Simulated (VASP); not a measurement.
**W: single point with PBE**

W:

```
W
1.0
    -1.62391    1.62391    1.62391
     1.62391   -1.62391    1.62391
     1.62391    1.62391   -1.62391
W
1
Direct
  0.00000 0.00000 0.00000
```

The cell isn't the ideal one: a relaxed cell with its volume scaled by 1.06.

| Quantity | Value |
| --- | --- |
| Program | VASP 6.6.1 |
| Task | single point |
| Functional | PBE |
| Potentials or basis | VASP PAW PBE potentials, release 64 (W_sv) |
| Cutoff | 520 eV |
| k mesh | 26 × 26 × 26 |
| Occupations | gaussian, width 0.1 eV |
| Spin | no spin polarisation |
| Further INCAR settings | ALGO = Normal; EDIFF = 1e-07 |

| Property | Result |
| --- | --- |
| Pressure | -15.7 GPa |
| Band gap on the k mesh | none (metal or under the smearing width) |

Levels at points of the mesh, in eV from the Fermi level:
```tsv
k point	band 5	band 6	band 7	band 8	band 9	band 10
(0.00, 0.00, 0.00)	-9.19	-1.10	-1.10	-1.10	2.09	2.09
(0.50, 0.00, 0.00)	-5.78	-3.20	0.46	1.94	2.82	5.49
(0.50, 0.50, 0.50)	-5.23	-5.23	4.63	4.63	4.63	7.67
```

Wall time 35 s on 1 thread of Intel(R) Xeon(R) Platinum 8488C (Sapphire Rapids), on a shared host, peak memory 0.22 GiB.

Caveat: so large a pressure means that the cell lies far from this level's equilibrium, or that cutoff or potentials fall short. The run has no spin-orbit coupling, so splittings on W are missing.
